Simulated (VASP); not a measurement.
Input:

```
CELL_PARAMETERS angstrom
      1.53702    -2.66220     0.00000
      1.53702     2.66220     0.00000
      0.00000     0.00000     3.47678
ATOMIC_POSITIONS crystal
  Mg 0.00000 0.00000 0.00000
  B  0.33333 0.66667 0.50000
  B  0.66667 0.33333 0.50000
```

Computed with r2SCAN+rVV10, VASP's PBE PAW potentials (set 64) (plane waves; VASP). Settings: 520 eV cut-off, 13×13×10 Γ-centred mesh, tetrahedra with Blöchl corrections, potentials Mg B.

Predict the energy per atom (σ→0), band gap (over mesh and band path) with the smallest direct gap where there is one.

| Quantity | Result |
|---|---|
| band gap (over mesh and band path) | none (metal, semimetal or under 0.01 eV) |
| energy per atom (σ→0) | -6.417 eV/atom |

The compound is MgB2 in the AlB2 type structure. It was relaxed first.
